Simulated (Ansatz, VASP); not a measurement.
## One calculation of GaSi, two programs

```
Ga Si
1.0
     0.00000    2.62711    2.62711
     2.62711    0.00000    2.62711
     2.62711    2.62711    0.00000
Ga Si
1 1
Direct
  0.00000 0.00000 0.00000
  0.75000 0.75000 0.75000
```

Alike in both runs: task single point; functional PBE; k mesh 6 × 6 × 6; occupations gaussian, width 0.1 eV; no spin polarisation.

|  | VASP | Ansatz |
| --- | --- | --- |
| version | VASP 6.6.1 | Ansatz 0.2.0 |
| potentials or method | VASP PAW PBE potentials, release 64 (Ga_d, Si) | scalar-relativistic, plane waves, PAW |
| plane-wave cutoff (eV) | 520 | 420 |
| valence electrons in the cell | 17 | 17 |

```tsv
	VASP	Ansatz	Ansatz less VASP
gap on the k mesh at the Fermi level (eV)	none	none	-
pressure (GPa)	20.8	20.8	+0.04
```

A gap of «none» marks a metal or a gap that the smearing closes. With one functional, cell and mesh, what is left measures potentials, basis and numerics.

Caveats: so large a pressure means that the cell lies far from this level's equilibrium, or that cutoff or potentials fall short (VASP).
